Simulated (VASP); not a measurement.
MoI: relaxation of cell and atoms with PBE

Crystal: MoI.

```
CELL_PARAMETERS angstrom
0.00000 3.17885 3.17885
3.17885 0.00000 3.17885
3.17885 3.17885 0.00000
ATOMIC_POSITIONS crystal
Mo 0.00000 0.00000 0.00000
I 0.75000 0.75000 0.75000
```

The cell was built by a generator and needn't be a form met in nature.

```yaml
Program: VASP 6.6.1
Task: relaxation of cell and atoms
Functional: PBE
Potentials_or_basis: VASP PAW PBE potentials, release 64 (Mo_sv, I)
Cutoff: 600 eV
k_mesh: 7 × 7 × 7
Occupations: gaussian, width 0.05 eV
Spin: no spin polarisation
Further_INCAR_settings: ALGO = Fast; EDIFF = 1e-06; IBRION = 2; EDIFFG = -0.005; NSW = 40; ISIF = 3
```

| Item | Value |
| --- | --- |
| Relaxed volume | 28.14 Å³/atom |
| Relaxed cell | a = 4.301 Å, b = 4.301 Å, c = 4.301 Å, α = 60.00°, β = 60.00°, γ = 60.00° |
| Space group after relaxing (to 0.05 Å) | F-43m (No. 216) |
| Energy gained by relaxing | 106.9 meV/atom |
| Ionic steps | 6 |
| Pressure after relaxing | 0.0 GPa |
| Band gap on the k mesh | none (metal or under the smearing width) |

Step by step:
```
step  energy change (eV)  largest force (eV/Å)  pressure (GPa)  volume (Å³)
   1              0.0000                0.0000           -7.49        64.25
   2             -0.0815                0.0000            9.28        51.28
   3             -0.2137                0.0000           -0.15        56.36
   4             -0.2137                0.0000            0.10        56.21
   5             -0.2137                0.0000           -0.09        56.33
   6             -0.2138                0.0000            0.01        56.27
```

Final structure:
```xyz
2
Lattice="0.0000 3.0415 3.0415 3.0415 0.0000 3.0415 3.0415 3.0415 0.0000" Properties=species:S:1:pos:R:3 pbc="T T T"
Mo    3.0415    3.0415    0.0000
I     4.5623    4.5623    4.5623
```

Levels at points of the mesh, in eV from the Fermi level:
| k point | band 8 | band 9 | band 10 | band 11 | band 12 | band 13 |
| --- | --- | --- | --- | --- | --- | --- |
| (0.00, 0.00, 0.00) | -5.20 | -0.51 | -0.51 | 0.88 | 3.16 | 3.16 |

Wall time 48 s on 1 thread of Intel(R) Xeon(R) 6975P-C (Granite Rapids), on a shared host, peak memory 0.22 GiB.

Caveat: an odd number of electrons without spin polarisation forces a metal; a magnetic or distorted state may lie lower. Spin-orbit coupling is left out, which matters for the levels of I.
